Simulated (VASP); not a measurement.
VASP ran on this input.

### POSCAR
```
GeRh2
1
    5.3997724703    -0.0000000000     0.0000000000
   -0.0000000000     4.0001838269     0.0000000000
    0.0000000000     0.0000000000     7.5727925304
Rh Ge
8 4
Direct
  0.5303200629   0.2500000000   0.7926915435
  0.0303200629   0.2500000000   0.7073084565
  0.4696799371   0.7500000000   0.2073084565
  0.9696799371   0.7500000000   0.2926915435
  0.1649308885   0.2500000000   0.0689512257
  0.6649308885   0.2500000000   0.4310487743
  0.8350691115   0.7500000000   0.9310487743
  0.3350691115   0.7500000000   0.5689512257
  0.7096250494   0.2500000000   0.1039019630
  0.2096250494   0.2500000000   0.3960980370
  0.2903749506   0.7500000000   0.8960980370
  0.7903749506   0.7500000000   0.6039019630
```

### KPOINTS
```
Automatic mesh
0
Gamma
7 9 5
0 0 0
```

INCAR:
```
ALGO  =  Normal
EDIFF  =  1E-7
ENCUT  =  400
GGA  =  PS
ISIF  =  2
ISMEAR  =  -5
LASPH  =  .TRUE.
LCHARG  =  .TRUE.
LEFG  =  .TRUE.
LMAXMIX  =  4
LORBIT  =  11
LREAL  =  .FALSE.
LWAVE  =  .FALSE.
NEDOS  =  601
NELM  =  100
PREC  =  Accurate
SYSTEM  =  GeRh2
```

POTCAR, in this order: Rh_pv Ge_d (PBE.64 set). Program: vasp_std.

Task: Write an equivalent input for Quantum ESPRESSO's pw.x.

Result: One equivalent input (not run):
```
&CONTROL
  calculation = 'scf'
  pseudo_dir = './pseudo'
  outdir = './out'
  tprnfor = .true.
  tstress = .true.
/
&SYSTEM
  ibrav = 0
  nat = 12
  ntyp = 2
  ecutwfc = 88
  occupations = 'tetrahedra'
  input_dft = 'pbesol'
/
&ELECTRONS
  conv_thr = 7.3e-09
  electron_maxstep = 100
/
ATOMIC_SPECIES
  Rh 102.906 Rh.upf
  Ge 72.630 Ge.upf
CELL_PARAMETERS angstrom
     5.3997725   -0.0000000    0.0000000
    -0.0000000    4.0001838    0.0000000
     0.0000000    0.0000000    7.5727925
ATOMIC_POSITIONS crystal
  Rh   0.5303201  0.2500000  0.7926915
  Rh   0.0303201  0.2500000  0.7073085
  Rh   0.4696799  0.7500000  0.2073085
  Rh   0.9696799  0.7500000  0.2926915
  Rh   0.1649309  0.2500000  0.0689512
  Rh   0.6649309  0.2500000  0.4310488
  Rh   0.8350691  0.7500000  0.9310488
  Rh   0.3350691  0.7500000  0.5689512
  Ge   0.7096250  0.2500000  0.1039020
  Ge   0.2096250  0.2500000  0.3960980
  Ge   0.2903750  0.7500000  0.8960980
  Ge   0.7903750  0.7500000  0.6039020
K_POINTS automatic
  7 9 5 0 0 0
```
The two are equivalent in intent, not identical: the potentials are each code's own (VASP's PAW set, PseudoDojo norm-conserving files in pw.x), so ENCUT and ecutwfc are chosen apart and not converted; conv_thr bounds pw.x's estimated SCF error, while EDIFF bounds the energy change between steps; the field gradients of LEFG aren't asked of the other code.

The structure was generated: GeRh2 was put into the Co2Si type (Pnma), which need not be its known phase. It was relaxed first.
